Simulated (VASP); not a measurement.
# BP: GW quasiparticle gap, part 4 of 4

Aim: the quasiparticle gap of BP, and what it costs to get it. The cell is of the zinc-blende type, one of the forms listed for this formula, which need not be the common one. The start is a cell from a database of measured crystal structures.

VASP 6.6.1, plane waves and PAW; the level of theory is named at each step.

So far, quasiparticle gap on the mesh (eV): step 4 (G0W0, ENCUTGW 100, bands in the sums 56) 1.88; step 6 (G0W0, ENCUTGW 140, bands in the sums 88) 1.97; step 8 (G0W0, ENCUTGW 180, bands in the sums 136) 2.02; step 10 (G0W0, ENCUTGW 220, bands in the sums 176) 2.05.

## Step 11: G0W0, one more run

Level of this step: G0W0 on PBE; plane waves and PAW (B_GW, P_GW) (VASP).

This run repeats the step with a slip in the input.

The input, INCAR:

```
SYSTEM = BP
PREC = Accurate
ENCUT = 340
ISMEAR = 0
SIGMA = 0.01
LREAL = .FALSE.
GGA = PE
NBANDS = 176
ALGO = EVGW0
NELMGW = 1
ENCUTGW = 15
NOMEGA = 48
PRECFOCK = Fast
NBANDSGW = 16
LWAVE = .FALSE.
LCHARG = .FALSE.
```

The input, POSCAR:

```
BP
1.0
    0.0000000000      2.2690000000      2.2690000000
    2.2690000000      0.0000000000      2.2690000000
    2.2690000000      2.2690000000      0.0000000000
B P
1 1
Direct
    0.0000000000      0.0000000000      0.0000000000
    0.2500000000      0.2500000000      0.2500000000
```

The input, KPOINTS:

```
Automatic mesh
0
Gamma
6 6 6
0 0 0
```

Potentials, in the order of the species: B_GW and P_GW (PBE family, release 64).

The run is started by

```
mpirun -np 8 vasp_std
```

The log of the run:

```text
[banner, memory and clock lines left out]
running    8 mpi-ranks, on    1 nodes
 distrk:  each k-point on    8 cores,    1 groups
 distr:  one band on    1 cores,    8 groups

 POSCAR found type information on POSCAR B P
 POSCAR found :  2 types and       2 ions
 [... a notice as in an earlier step ...]

|                                                                             |
|           W    W    AA    RRRRR   N    N  II  N    N   GGGG   !!!           |
|           W    W   A  A   R    R  NN   N  II  NN   N  G    G  !!!           |
|           W    W  A    A  R    R  N N  N  II  N N  N  G       !!!           |
|           W WW W  AAAAAA  RRRRR   N  N N  II  N  N N  G  GGG   !            |
|           WW  WW  A    A  R   R   N   NN  II  N   NN  G    G                |
|           W    W  A    A  R    R  N    N  II  N    N   GGGG   !!!           |
|                                                                             |
|     The default for ENCUTGWSOFT is different in this version of VASP.       |
|     please manually set ENCUTGWSOFT =15 in the INCAR file.                  |
|                                                                             |

 LDA part: xc-table for (Slater+PW92), standard interpolation
 found WAVECAR, reading the header
 POSCAR, INCAR and KPOINTS ok, starting setup
 FFT: planning ... GRIDC
 FFT: planning ... GRID_SOFT
 FFT: planning ... GRID
 reading WAVECAR
 the WAVECAR file was read successfully
 initial charge from wavefunction
 available memory per node:     57.58 GB, setting MAXMEM to     58959

 The Fermi energy was updated, please check that it is located mid-gap
 values below the HOMO (VB) or above the LUMO (CB) will cause erroneous energies
 E-fermi :   7.8053

 calculate exact exchange contribution
 the WAVEDER file was read successfully
energies w=
    0.000    0.000    0.594    0.000    1.186    0.000    1.774    0.000
    2.354    0.000    2.926    0.000    3.488    0.000    4.040    0.000
    4.582    0.000    5.114    0.000    5.636    0.000    6.150    0.000
    6.656    0.000    7.156    0.000    7.653    0.000    8.146    0.000
    8.639    0.000    9.134    0.000    9.632    0.000   10.137    0.000
   10.650    0.000   11.175    0.000   11.714    0.000   12.272    0.000
   12.853    0.000   13.460    0.000   14.101    0.000   14.781    0.000
   15.507    0.000   16.289    0.000   17.138    0.000   18.068    0.000
   19.095    0.000   20.242    0.000   21.538    0.000   23.017    0.000
   24.729    0.000   26.741    0.000   29.146    0.000   32.079    0.000
   35.740    0.000   40.443    0.000   46.707    0.000   55.457    0.000
   68.514    0.000   90.030    0.000  131.984    0.000  249.048    0.000
 responsefunction array rank=       8
 LDA part: xc-table for (Slater+PW92), standard interpolation

 min. memory requirement per mpi rank    114.4 MB, per node    915.3 MB

 allocating   6 responsefunctions rank=     8
 shmem allocating  48 responsefunctions rank=     8
 response function shared by NCSHMEM nodes    1
 Doing            6  frequencies on each core in blocks of           48
NQ=   1    0.0000    0.0000    0.0000,
|.........|.........|.........|.........|.........|.........|.........|.........
 performed        387000 updates of chi_q(r,r)
 total number of BLAS operations          0.00 Gflops
NQ=   2    0.1667    0.0000    0.0000,
|.........|.........|.........|.........|.........|.........|.........|.........
 performed       1157000 updates of chi_q(r,r)
 total number of BLAS operations          0.01 Gflops
NQ=   3    0.3333    0.0000    0.0000,
|.........|.........|.........|.........|.........|.........|.........|.........
 performed       1927000 updates of chi_q(r,r)
 total number of BLAS operations          0.03 Gflops
NQ=   4    0.5000    0.0000    0.0000,
|.........|.........|.........|.........|.........|.........|.........|.........
 performed       2562000 updates of chi_q(r,r)
 total number of BLAS operations          0.05 Gflops
NQ=   5    0.1667    0.1667    0.0000,
|.........|.........|.........|.........|.........|.........|.........|.........
 performed       3332000 updates of chi_q(r,r)
 total number of BLAS operations          0.06 Gflops
NQ=   6    0.3333    0.1667    0.0000,
|.........|.........|.........|.........|.........|.........|.........|.........
 performed       4586000 updates of chi_q(r,r)
 total number of BLAS operations          0.10 Gflops
NQ=   7    0.5000    0.1667    0.0000,
|.........|.........|.........|.........|.........|.........|.........|.........
 performed       5840000 updates of chi_q(r,r)
 total number of BLAS operations          0.19 Gflops
NQ=   8   -0.3333    0.1667    0.0000,
|.........|.........|.........|.........|.........|.........|.........|.........
 performed       7094000 updates of chi_q(r,r)
 total number of BLAS operations          0.28 Gflops
NQ=   9   -0.1667    0.1667    0.0000,
|.........|.........|.........|.........|.........|.........|.........|.........
 performed       8168000 updates of chi_q(r,r)
 total number of BLAS operations          0.36 Gflops
NQ=  10    0.3333    0.3333    0.0000,
|.........|.........|.........|.........|.........|.........|.........|.........
 performed       8938000 updates of chi_q(r,r)
 total number of BLAS operations          0.38 Gflops
NQ=  11    0.5000    0.3333    0.0000,
|.........|.........|.........|.........|.........|.........|.........|.........
 performed      10192000 updates of chi_q(r,r)
 total number of BLAS operations          0.47 Gflops
NQ=  12   -0.3333    0.3333    0.0000,
|.........|.........|.........|.........|.........|.........|.........|.........
 performed      11266000 updates of chi_q(r,r)
 total number of BLAS operations          0.55 Gflops
NQ=  13    0.5000    0.5000    0.0000,
|.........|.........|.........|.........|.........|.........|.........|.........
 performed      11822000 updates of chi_q(r,r)
 total number of BLAS operations          0.71 Gflops
NQ=  14    0.5000    0.3333    0.1667,
|.........|.........|.........|.........|.........|.........|.........|.........
 performed      13245000 updates of chi_q(r,r)
 total number of BLAS operations          0.89 Gflops
NQ=  15   -0.3333    0.3333    0.1667,
|.........|.........|.........|.........|.........|.........|.........|.........
 performed      14578000 updates of chi_q(r,r)
 total number of BLAS operations          1.06 Gflops
NQ=  16   -0.3333    0.5000    0.1667,
|.........|.........|.........|.........|.........|.........|.........|.........
 performed      15658000 updates of chi_q(r,r)
 total number of BLAS operations          1.20 Gflops
 resolving degeneracies of screened two electron integrals

 calculate QP shifts <psi_nk| G(iteration)W_0 |psi_nk>: iteration 1
 entering main loop
```

It took 34 s on 8 MPI ranks of Intel Xeon Platinum 8488C (Sapphire Rapids), shared host; peak memory 1.4 GiB.

Parts of OUTCAR (step 11):

```text
   NELECT =       8.0000    total number of electrons

 E-fermi :   7.8053

 QP shifts <psi_nk| G(iteration)W_0 |psi_nk>: iteration 1
 for sc-GW calculations column KS-energies equals QP-energies in previous step
 and V_xc(KS)=  KS-energies - (<T + V_ion + V_H > + <T+V_H+V_ion>^1  + <V_x>^1)
 k-point   1 :       0.0000    0.0000    0.0000
  band No.  KS-energies  QP-energies   sigma(KS)   V_xc(KS)     V^pw_x(r,r')   Z            occupation Imag(sigma)
      1      -8.3243      -9.0900     -13.1200     -12.0592     -20.4831       0.7218       2.0000       0.8137
      2       7.1395       7.5695     -12.7829     -13.3042     -14.9313       0.8248       2.0000       0.0602
      3       7.1395       7.5695     -12.7829     -13.3042     -14.9313       0.8248       2.0000       0.0602
      4       7.1395       7.5695     -12.7829     -13.3042     -14.9313       0.8248       2.0000       0.0602
      5      10.5408      11.8711     -10.4491     -12.0776      -7.1361       0.8169       0.0000      -0.0765
      6      10.5408      11.8711     -10.4491     -12.0776      -7.1361       0.8169       0.0000      -0.0765
      7      10.5408      11.8711     -10.4491     -12.0776      -7.1361       0.8169       0.0000      -0.0765
      8      14.5124      16.0893     -10.7884     -12.7644      -6.2284       0.7980       0.0000      -0.1461
    ...

 k-point   2 :       0.1667    0.0000    0.0000
  band No.  KS-energies  QP-energies   sigma(KS)   V_xc(KS)     V^pw_x(r,r')   Z            occupation Imag(sigma)
      1      -7.8264      -8.5579     -13.1092     -12.1007     -20.3329       0.7253       2.0000       0.7930
      2       4.3046       4.4193     -12.5465     -12.6890     -15.4304       0.8053       2.0000       0.0917
      3       6.4757       6.8514     -12.6603     -13.1179     -14.9503       0.8210       2.0000       0.0649
      4       6.4757       6.8514     -12.6603     -13.1179     -14.9503       0.8210       2.0000       0.0649
      5      11.1567      12.4229     -10.6158     -12.1714      -7.0756       0.8140       0.0000      -0.0844
      6      11.4438      12.8464     -10.5036     -12.2330      -6.9716       0.8111       0.0000      -0.0869
      7      11.4438      12.8464     -10.5036     -12.2330      -6.9716       0.8111       0.0000      -0.0869
      8      15.8049      17.4417     -10.5415     -12.6159      -5.7626       0.7890       0.0000      -0.1881
    ...

[... 8 parts as in an earlier step ...]

[... 8 further parts left out ...]
```

Convergence was reached, but on settings outside the sound range, so the numbers are no properties of the crystal.

The fault in the input: response cutoff far too low (ENCUTGW = 15). 

## Step 12: Summary

This step: GW series: G0W0 on PBE; plane waves and PAW (VASP 6.6.1).

This step runs nothing: it gathers the runs above.

Numbers from this step:

```yaml
gap_extrapolated_to_a_complete_basis: 2.131 eV
direct_gap_extrapolated_to_a_complete_basis: 4.399 eV
```

Cost is wall time times ranks on a shared host, with the step that makes the empty bands. GW runs:

| level | bands | ENCUTGW (eV) | NOMEGA | k mesh | starting gap (eV) | quasiparticle gap (eV) | direct gap (eV) | cost (core minutes) |
| --- | --- | --- | --- | --- | --- | --- | --- | --- |
| G0W0 | 56 | 100 | 48 | 6x6x6 | 1.332 | 1.883 | 4.233 | 3.68 |
| G0W0 | 88 | 140 | 48 | 6x6x6 | 1.332 | 1.97 | 4.293 | 5.04 |
| G0W0 | 136 | 180 | 48 | 6x6x6 | 1.332 | 2.022 | 4.328 | 6.35 |
| G0W0 | 176 | 220 | 48 | 6x6x6 | 1.332 | 2.049 | 4.345 | 8.8 |

## Step 13: Outcome

* G0W0 on PBE, 176 bands, ENCUTGW 220 eV, NOMEGA 48, mesh 6×6×6: 1.332 → 2.049 eV
* G0W0 on PBE, 56 bands, ENCUTGW 100 eV, NOMEGA 48, mesh 6×6×6: 1.332 → 1.883 eV
* gap at a complete basis (linear in ENCUTGW^-3/2): 2.13 eV

**Reading.** G0W0 gives a quasiparticle gap of 2.049 eV on the mesh, 0.72 eV over the PBE gap on the same mesh. On mesh and path the starting valence top lies at Γ and the conduction bottom at (0.409, 0, 0.409), so the starting gap is indirect. The GW mesh misses an edge: at the starting level the gap along the path is 0.10 eV smaller, and with that offset the quasiparticle gap would be about 1.95 eV. The steps of the series move the gap by +88, +52, +27 meV; the last costs 1.4 times the one before. The last step lies within a tolerance of 30 meV, picked for this account, and the last two together move the gap by +79 meV. Extrapolated from the last three points to a complete basis, the gap is 2.13 eV, +82 meV from the dearest run. The three points are fitted by a line in ENCUTGW^-3/2; a bend in them isn't tested. The extrapolation removes the error of the response basis alone, at this mesh, ENCUT and data set. Not tabulated here, as repeats of values shown or as unfit to read for their mesh, reference level or band range: eps2 curves (empty bands); eps1 curves and static values (empty bands); gaps (empty bands). The run with response cutoff far too low isn't used: the response function can't resolve the local fields. It gave 1.721 eV for the quasiparticle gap on the mesh, against 2.049 eV in the run without the slip that is nearest to it in settings (INCAR differs in ENCUTGW).

[Lines on the potential files, build, host, timing and source positions are cut from VASP's logs without a mark.]

[Logs are printed without paths, hosts, clocks, repeated set-up lines and the standing remarks that a program may print on its own settings, such as how far it seeks lower states.]

[Hosts, paths, dates, database ids (printed as entryN), source tags and the programs' standing remarks are cut or masked in the printed files.]

[Pressures printed for these runs are not shown converged in the cutoff: they can be off by several GPa and have the wrong sign.]

[In band tables of VASP the shares of atoms and orbitals are scaled to a sum of 1 inside the atoms' spheres.]
